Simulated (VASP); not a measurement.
Data:

```
CELL_PARAMETERS angstrom
     -2.78672     2.78672     5.52179
      2.78672    -2.78672     5.52179
      2.78672     2.78672    -5.52179
ATOMIC_POSITIONS crystal
  Ga 0.50000 0.50000 0.00000
  Ga 0.25000 0.75000 0.50000
  Cu 0.00000 0.00000 0.00000
  Cu 0.75000 0.25000 0.50000
  Se 0.87500 0.88273 0.50773
  Se 0.11727 0.62500 0.99227
  Se 0.37500 0.36727 0.49227
  Se 0.63273 0.12500 0.00773
```

The numbers are results of PBEsol GGA, VASP's PBE PAW potentials (set 64) (plane waves; VASP), not measurements. Numerical set-up: 400 eV cut-off, Gaussian smearing of 0.050 eV, potentials Ga_d Cu Se.

Q: Give the energies of bands 27 to 40 at the high-symmetry points, in eV from the valence-band maximum.

A: 
```csv
band,Γ,X,P,N,M,S,R
27,-2.33,-2.15,-2.21,-2.17,-2.38,-2.21,-2.16
28,-2.29,-2.15,-2.21,-2.13,-2.38,-2.14,-2.16
29,-2.19,-1.98,-1.95,-2.10,-2.13,-2.11,-2.04
30,-1.87,-1.98,-1.95,-1.97,-2.13,-1.91,-2.04
31,-1.83,-1.46,-1.50,-1.85,-1.43,-1.89,-1.55
32,-1.83,-1.46,-1.50,-1.53,-1.43,-1.77,-1.55
33,-1.73,-0.90,-0.92,-1.44,-1.32,-1.57,-0.94
34,-0.10,-0.90,-0.92,-1.33,-1.32,-1.30,-0.94
35,-0.10,-0.54,-0.75,-1.25,-1.00,-0.82,-0.77
36,0.00,-0.54,-0.75,-0.63,-1.00,-0.65,-0.77
37,0.15,1.05,1.50,2.17,1.71,1.86,1.35
38,1.76,1.05,1.50,2.50,1.71,2.32,1.35
39,2.08,3.30,3.07,3.11,1.78,2.39,3.87
40,3.89,3.30,3.07,4.03,1.78,3.35,3.87
```

The gap is direct, 0.15 eV, from the valence maximum at Γ to the conduction minimum at Γ.

Measured: gap 1.67 eV (computed value off by -1.52 eV), as given by Arghya Ghosh et al., Physical Review B (2024), arXiv:2401.16805.

The compound is CuGaSe2 in the chalcopyrite structure. It was relaxed first.
